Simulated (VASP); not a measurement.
# OsC2 (P6/mmm) in VASP: a series of runs

The runs below take OsC2 through relaxation of cell and atoms, relaxation of the atoms, with PBE, RPBE.

Program: VASP 6.6.1. These are calculated values, not measurements. Logs are shortened: lines on timing, memory, paths and dates and some standing lists are left out, and cuts for length are marked.

### Step 1. Starting point

It takes space group P6/mmm (No. 191, hexagonal). Conventional cell: a = 2.508 Å, b = 2.508 Å, c = 9.227 Å, α = 90.00°, β = 90.00°, γ = 120.00°. Around Os (site symmetry 6/mmm) lie 6 Os at 2.51 Å. C (site symmetry -6m2) is surrounded by 3 C at 1.45 Å.

The cell was built by a generator and needn't be a form met in nature.

### Step 2. Relaxation of cell and atoms, PBE

The input, INCAR:

```
SYSTEM = OsC2
ALGO = Normal
EDIFF = 1E-6
EDIFFG = -0.02
ENCUT = 600
GGA = PE
IBRION = 2
ISIF = 3
ISMEAR = 0
LASPH = .True.
LCHARG = .False.
LREAL = .False.
LWAVE = .False.
NELM = 60
NSW = 60
PREC = Accurate
SIGMA = 0.05
```

The input, KPOINTS:

```
k-points
0
Gamma
  12 12 3
  0 0 0
```

The input, POSCAR:

```
OsC2
1.0
    2.5081500000      0.0000000000      0.0000000000
   -1.2540700000      2.1721200000      0.0000000000
    0.0000000000      0.0000000000      9.2274100000
Os C
1 2
Direct
    0.0000000000      0.0000000000      0.0000000000
    0.3333300000      0.6666700000      0.5000000000
    0.6666700000      0.3333300000      0.5000000000
```

Potentials or basis: VASP PAW PBE potentials, release 64 (Os, C).

Run with:

```console
> cat potpaw_PBE.64/Os/POTCAR potpaw_PBE.64/C/POTCAR > POTCAR
> mpirun -np 1 vasp_std > vasp.out
```

OUTCAR:

```text
SYSTEM = OsC2
   EDIFF = 1E-6
   EDIFFG = -0.02
   ENCUT = 600
   GGA = PE
   IBRION = 2
   ISIF = 3
   ISMEAR = 0
   LASPH = .True.
   LREAL = .False.
   NELM = 60
   NSW = 60
   PREC = Accurate

 ion  position               nearest neighbor table
   1  0.000  0.000  0.000-
   2  0.333  0.667  0.500-   3 1.45   3 1.45   3 1.45
   3  0.667  0.333  0.500-   2 1.45   2 1.45   2 1.45

  LATTYP: Found a hexagonal cell.
 ALAT       =     2.5081500000
 C/A-ratio  =     3.6789705560

  Lattice vectors:

 A1 = (   2.5081500000,   0.0000000000,   0.0000000000)
 A2 = (  -1.2540700000,   2.1721200000,   0.0000000000)
 A3 = (   0.0000000000,   0.0000000000,   9.2274100000)

Analysis of symmetry for initial positions (statically):
=====================================================================
 Subroutine PRICEL returns:
 Original cell was already a primitive cell.

 Routine SETGRP: Setting up the symmetry group for a
 hexagonal supercell.

 Subroutine GETGRP returns: Found  8 space group operations
 (whereof  8 operations were pure point group operations)
 out of a pool of 24 trial point group operations.

The static configuration has the point symmetry D_2h.

Analysis of symmetry for dynamics (positions and initial velocities):
=====================================================================
 Subroutine PRICEL returns:
 Original cell was already a primitive cell.

 Routine SETGRP: Setting up the symmetry group for a
 hexagonal supercell.

 Subroutine GETGRP returns: Found  8 space group operations
 (whereof  8 operations were pure point group operations)
 out of a pool of 24 trial point group operations.

The dynamic configuration has the point symmetry D_2h.

 Subroutine INISYM returns: Found  8 space group operations
 (whereof  8 operations are pure point group operations),
 and found     1 'primitive' translations

----------------------------------------------------------------------------------------

                                     Primitive cell

  volume of cell :      50.2710

  direct lattice vectors                    reciprocal lattice vectors
     2.508150000  0.000000000  0.000000000     0.398700237  0.230188943  0.000000000
    -1.254070000  2.172120000  0.000000000     0.000000000  0.460379721  0.000000000
     0.000000000  0.000000000  9.227410000     0.000000000  0.000000000  0.108372772

  length of vectors
     2.508150000  2.508146100  9.227410000     0.460379005  0.460379721  0.108372772

  position of ions in fractional coordinates (direct lattice)
     0.000000000  0.000000000  0.000000000
[... 90 lines left out ...]
   PSTRESS=    0.0 pullay stress
   NELECT =      16.0000    total number of electrons
   NUPDOWN=      -1.0000    fix difference up-down
   EMIN   =  10.00;   EMAX   =-10.00  energy-range for DOS
   EFERMI =   0.00;   METHOD = LEGACY
   ISMEAR =     0;   SIGMA  =   0.05  broadening in eV -4-tet -1-fermi 0-gaus
   EFERMI_NEDOS =   21; number of points for ismear=-14 and -15
   IALGO  =     38    algorithm
   IMIX   =      4    mixing-type and parameters
     AMIX     =   0.40;   BMIX     =  1.00
     AMIX_MAG =   1.60;   BMIX_MAG =  1.00
  volume/ion in A,a.u.               =      16.76       113.08
  Fermi-wavevector in a.u.,A,eV,Ry     =   1.117744  2.112230 16.998469  1.249352
  Thomas-Fermi vector in A             =   2.254370
   LORBIT       =      0    0 simple, 1 ext, 2 COOP (PROOUT), +10 PAW based schemes
   GGA     = PE    functional components
   LHFCALC =     F    Hartree Fock is set to
   AEXX    =    0.0000 exact exchange contribution
   IVDW    =     0    specifies the selected vdW correction
   LEPSILON=     F    determine dielectric tensor
   LRPA    =     F    only Hartree local field effects (RPA)
 conjugate gradient relaxation of ions
 non-spin polarized calculation
 Gauss-broadening in eV      SIGMA  =   0.05
  energy-cutoff  :      600.00
  volume of cell :       50.27
 maximum number of plane-waves:      1707
   NGX =  9   NGY =  9   NGZ = 37

 number of electron      16.0000001 magnetization

 Free energy of the ion-electron system (eV)
  ---------------------------------------------------
  ext. energy  EPLUGINS =         0.00000000
  ---------------------------------------------------
  free energy    TOTEN  =       -27.22853793 eV

  energy without entropy =      -27.22074841  energy(sigma->0) =      -27.22464317

 E-fermi :   1.7846     XC(G=0):  -9.0924

 val. band max:        1.7678160910   @ k =  -0.1667   0.5000   0.3333
 cond. band min:       1.7869068868   @ k =   0.4167   0.0833   0.0000
 fundamental gap:      0.0190907958
 Fermi energy:         1.7845849772

 k-point     1 :       0.0000    0.0000    0.0000
  band No.  band energies     occupation
      1     -16.4979      2.00000
      2      -6.7662      2.00000
      3      -4.6282      2.00000
      4      -1.0668      2.00000
      5      -0.6141      2.00000
      6      -0.6141      2.00000
      7      -0.4593      2.00000
      8      -0.4584      2.00000
      9       2.4928      0.00000
     10       3.8894      0.00000
     11       3.8894      0.00000
     12       7.4440      0.00000
[... 331 lines left out ...]
 k-point    24 :      -0.4167    0.3333    0.0000
  band No.  band energies     occupation
      1     -13.2402      2.00000
      2      -7.8495      2.00000
      3      -4.6136      2.00000
      4      -3.8322      2.00000
      5      -2.1238      2.00000
      6      -0.9430      2.00000
      7       1.3198      2.00000
      8       1.5003      2.00000
      9       2.3197      0.00000
     10       5.8796      0.00000
     11       6.2101      0.00000
     12       9.1388      0.00000

 [... further k-points ...]
[... 5 lines left out ...]
  --------------------------------------------------------------------------------------
  -------------------------------------------------------------------------------------
  Total        0.0180910      0.0182755     -0.0262531      0.0001598      0.0000000      0.0000000
  in kB        0.5765749      0.5824544     -0.8367091      0.0050939      0.0000000      0.0000000
  external PRESSURE =       0.1074401 kB  Pullay stress =       0.0000000 kB

 VOLUME and BASIS-vectors are now :
 -----------------------------------------------------------------------------
  energy-cutoff  :      600.00
  volume of cell :       50.27
      direct lattice vectors                 reciprocal lattice vectors
     2.508150000  0.000000000  0.000000000     0.398700237  0.230188943  0.000000000
    -1.254070000  2.172120000  0.000000000     0.000000000  0.460379721  0.000000000
     0.000000000  0.000000000  9.227410000     0.000000000  0.000000000  0.108372772

 POSITION                                       TOTAL-FORCE (eV/Angst)
 -----------------------------------------------------------------------------------
      0.00000      0.00000      0.00000         0.000000      0.000000      0.000000
     -0.00001      1.44809      4.61371         0.001216     -0.000702      0.000000
      1.25409      0.72403      4.61371        -0.001216      0.000702     -0.000000
 -----------------------------------------------------------------------------------
    total drift:                                0.000000      0.000000      0.000000

  FREE ENERGIE OF THE ION-ELECTRON SYSTEM (eV)
  ---------------------------------------------------
  free  energy   TOTEN  =       -27.2285379276 eV

  energy  without entropy=      -27.2207484122  energy(sigma->0) =      -27.22464317

 reached required accuracy - stopping structural energy minimisation
```

CONTCAR:

```text
OsC2
   1.00000000000000
     2.5081500000000001    0.0000000000000000    0.0000000000000000
    -1.2540700000000000    2.1721200000000001    0.0000000000000000
     0.0000000000000000    0.0000000000000000    9.2274100000000008
  Os              C
     1     2
Direct
     0.0000000000000000    0.0000000000000000    0.0000000000000000
     0.3333299999999966    0.6666700000000034    0.5000000000000000
     0.6666700000000034    0.3333299999999966    0.5000000000000000

  0.00000000E+00  0.00000000E+00  0.00000000E+00
  0.00000000E+00  0.00000000E+00  0.00000000E+00
  0.00000000E+00  0.00000000E+00  0.00000000E+00
```

It took 39 s on 1 thread of Intel Xeon Platinum 8488C (Sapphire Rapids), shared host; peak memory 0.21 GiB.

What came out:

- Free energy: -27.2285 eV
- Pressure after relaxing: 0.0 GPa
- Band gap on the k mesh: none (metal or under the smearing width)

Stress tensor (GPa, compression positive):
```
 0.06  0.00  0.00
 0.00  0.06  0.00
 0.00  0.00 -0.08
```

Final structure:
```xyz
3
Lattice="2.5082 0.0000 0.0000 -1.2541 2.1721 0.0000 0.0000 0.0000 9.2274" Properties=species:S:1:pos:R:3 pbc="T T T"
Os    0.0000    0.0000    0.0000
C     0.0000    1.4481    4.6137
C     1.2541    0.7240    4.6137
```

Caveat: the relaxation stopped at its first step, so nothing moved; this functional lacks dispersion, which binds the layers, so the pressure and a relaxed spacing across them are unreliable. Spin-orbit coupling is left out, which matters for the levels of Os.

### Step 3. Relaxation of the atoms, RPBE

The input, INCAR:

```
SYSTEM = OsC2
PREC     = Accurate       ! precision mode
ENCUT    = 520            ! plane-wave cutoff, eV
EDIFF    = 1E-6           ! SCF threshold, eV
ISMEAR   = 0              ! smearing method
SIGMA    = 0.05           ! smearing width, eV
LREAL    = .FALSE.        ! projectors in reciprocal space
LASPH    = .TRUE.         ! aspherical terms in the spheres
NELM     = 100            ! most SCF steps
ALGO     = Normal         ! electronic algorithm
ISIF     = 2              ! what is computed and relaxed
LWAVE    = .FALSE.        ! write WAVECAR
LCHARG   = .FALSE.        ! write CHGCAR
GGA      = RP             ! functional
IBRION   = 2              ! ionic algorithm
NSW      = 40             ! ionic steps
EDIFFG   = -0.02          ! ionic threshold
```

The input, KPOINTS:

```
Automatic mesh
0
G
  12 12 3
  0 0 0
```

POSCAR is that of step 2.

Potentials or basis: VASP PAW PBE potentials, release 64 (Os, C).

Run with:

```console
> cat potpaw_PBE.64/Os/POTCAR potpaw_PBE.64/C/POTCAR > POTCAR
> mpirun -np 1 vasp_std > vasp.out
```

OUTCAR:

```text
SYSTEM = OsC2
   PREC = Accurate
   ENCUT = 520
   EDIFF = 1E-6
   ISMEAR = 0
   LREAL = .FALSE.
   LASPH = .TRUE.
   NELM = 100
   ISIF = 2
   GGA = RP
   IBRION = 2
   NSW = 40
   EDIFFG = -0.02

 ion  position               nearest neighbor table
   1  0.000  0.000  0.000-
   2  0.333  0.667  0.500-   3 1.45   3 1.45   3 1.45
   3  0.667  0.333  0.500-   2 1.45   2 1.45   2 1.45

  LATTYP: Found a hexagonal cell.
 ALAT       =     2.5081500000
 C/A-ratio  =     3.6789705560

  Lattice vectors:

 A1 = (   2.5081500000,   0.0000000000,   0.0000000000)
 A2 = (  -1.2540700000,   2.1721200000,   0.0000000000)
 A3 = (   0.0000000000,   0.0000000000,   9.2274100000)

Analysis of symmetry for initial positions (statically):
=====================================================================
 Subroutine PRICEL returns:
 Original cell was already a primitive cell.

 Routine SETGRP: Setting up the symmetry group for a
 hexagonal supercell.

 Subroutine GETGRP returns: Found  8 space group operations
[... 173 lines left out ...]
 fundamental gap:      0.0094424095
 Fermi energy:         1.9082598739

 k-point     1 :       0.0000    0.0000    0.0000
  band No.  band energies     occupation
      1     -16.4721      2.00000
      2      -6.6263      2.00000
      3      -4.5080      2.00000
      4      -0.9277      2.00000
      5      -0.4796      2.00000
      6      -0.4795      2.00000
      7      -0.3397      2.00000
      8      -0.3388      2.00000
      9       2.6747      0.00000
     10       4.0185      0.00000
     11       4.0185      0.00000
     12       7.8456      0.00000
[... 331 lines left out ...]
 k-point    24 :      -0.4167    0.3333    0.0000
  band No.  band energies     occupation
      1     -13.2066      2.00000
      2      -7.7839      2.00000
      3      -4.4796      2.00000
      4      -3.7247      2.00000
      5      -1.9956      2.00000
      6      -0.8324      2.00000
      7       1.4432      2.00000
      8       1.6318      2.00000
      9       2.4488      0.00000
     10       6.0109      0.00000
     11       6.3385      0.00000
     12       9.3701      0.00000

 [... further k-points ...]
[... 5 lines left out ...]
  --------------------------------------------------------------------------------------
  -------------------------------------------------------------------------------------
  Total        1.0652152      1.0654154      0.2087220      0.0001772      0.0000000      0.0000000
  in kB       33.9492987     33.9556781      6.6521452      0.0056467      0.0000000      0.0000000
  external PRESSURE =      24.8523740 kB  Pullay stress =       0.0000000 kB

 VOLUME and BASIS-vectors are now :
 -----------------------------------------------------------------------------
  energy-cutoff  :      520.00
  volume of cell :       50.27
      direct lattice vectors                 reciprocal lattice vectors
     2.508150000  0.000000000  0.000000000     0.398700237  0.230188943  0.000000000
    -1.254070000  2.172120000  0.000000000     0.000000000  0.460379721  0.000000000
     0.000000000  0.000000000  9.227410000     0.000000000  0.000000000  0.108372772

 POSITION                                       TOTAL-FORCE (eV/Angst)
 -----------------------------------------------------------------------------------
      0.00000      0.00000      0.00000         0.000000      0.000000      0.000000
     -0.00001      1.44809      4.61371         0.001230     -0.000710      0.000000
      1.25409      0.72403      4.61371        -0.001230      0.000710      0.000000
 -----------------------------------------------------------------------------------
    total drift:                                0.000000      0.000000      0.000000

  FREE ENERGIE OF THE ION-ELECTRON SYSTEM (eV)
  ---------------------------------------------------
  free  energy   TOTEN  =       -25.8821576901 eV

  energy  without entropy=      -25.8745255961  energy(sigma->0) =      -25.87834164

 reached required accuracy - stopping structural energy minimisation
```

OSZICAR:

```text
N       E                     dE             d eps       ncg     rms          rms(c)
DAV:   1     0.866585642668E+02    0.86659E+02   -0.74301E+03  2136   0.116E+03
DAV:   2    -0.198960319256E+02   -0.10655E+03   -0.96237E+02  2596   0.314E+02
DAV:   3    -0.277850794837E+02   -0.78890E+01   -0.75413E+01  2648   0.720E+01
DAV:   4    -0.279701096945E+02   -0.18503E+00   -0.17995E+00  2620   0.115E+01
DAV:   5    -0.279756050750E+02   -0.54954E-02   -0.54785E-02  2684   0.183E+00    0.143E+01
DAV:   6    -0.266546797677E+02    0.13209E+01   -0.21475E+01  2508   0.152E+01    0.880E+00
DAV:   7    -0.260447554126E+02    0.60992E+00   -0.59480E+00  2256   0.682E+00    0.532E+00
DAV:   8    -0.258825076779E+02    0.16225E+00   -0.36426E-01  2276   0.459E+00    0.715E-01
DAV:   9    -0.258832385452E+02   -0.73087E-03   -0.12032E-02  2652   0.908E-01    0.248E-01
DAV:  10    -0.258832708979E+02   -0.32353E-04   -0.17840E-03  2356   0.388E-01    0.738E-02
DAV:  11    -0.258829827081E+02    0.28819E-03   -0.29572E-04  2596   0.127E-01    0.410E-02
DAV:  12    -0.258825184883E+02    0.46422E-03   -0.35903E-04  2436   0.140E-01    0.224E-02
DAV:  13    -0.258823202902E+02    0.19820E-03   -0.10709E-04  2488   0.587E-02    0.190E-02
DAV:  14    -0.258821684110E+02    0.15188E-03   -0.22296E-04  2468   0.815E-02    0.821E-03
DAV:  15    -0.258821572300E+02    0.11181E-04   -0.36200E-05  2560   0.338E-02    0.351E-03
DAV:  16    -0.258821576901E+02   -0.46018E-06   -0.24149E-06  1984   0.944E-03
   1 F= -.25882158E+02 E0= -.25878342E+02  d E =-.258822E+02
```

Wall time 43 s (1 thread of Intel Xeon Platinum 8488C (Sapphire Rapids), shared host); peak memory 0.21 GiB.

Results:

```yaml
Free_energy: -25.8822 eV
Pressure_after_relaxing: 2.5 GPa
Band_gap_on_the_k_mesh: none (metal or under the smearing width)
```

Final structure:
```yaml
crystal:
  lattice:
    - [2.50815, 0.00000, 0.00000]
    - [-1.25407, 2.17212, 0.00000]
    - [0.00000, 0.00000, 9.22741]
  atoms:
    - { symbol: Os, position: [0.00000, 0.00000, 0.00000] }
    - { symbol: C, position: [0.33333, 0.66667, 0.50000] }
    - { symbol: C, position: [0.66667, 0.33333, 0.50000] }
```

Caveat: the relaxation stopped at its first step, so nothing moved; the PAW data sets were made with another functional, which shifts forces and pressure a little; this functional lacks dispersion, which binds the layers, so the pressure and a relaxed spacing across them are unreliable.

### Step 4. For comparison

An earlier run on the cell as given: functional PBE; potentials or basis VASP PAW PBE potentials, release 64 (Os, C); cutoff 520 eV; k mesh 12 × 12 × 3; occupations fermi-dirac, width 0.05 eV; no spin polarisation.

* Pressure: 0.2 GPa
* Band gap on the k mesh: none (metal or under the smearing width)

### Step 5. Summary

```tsv
task	level	cell	cutoff (eV)	smearing	gap on the mesh (eV)	pressure (GPa)
relaxation of cell and atoms	PBE	relaxed	600	gaussian 0.05 eV	none	0.0
relaxation of the atoms	RPBE	atoms relaxed	520	gaussian 0.05 eV	none	2.5
single point	PBE	as given	520	fermi-dirac 0.05 eV	none	0.2
```

Alike in all rows: potentials or basis VASP PAW PBE potentials, release 64 (Os, C); no spin polarisation; k mesh 12 × 12 × 3.

Caveats: this functional lacks dispersion, which binds the layers, so the pressure and a relaxed spacing across them are unreliable; the relaxation stopped at its first step, so nothing moved (some runs); the PAW data sets were made with another functional, which shifts forces and pressure a little (some runs).

Total energies depend on the potentials used, so only differences within one code and one set of settings carry meaning.
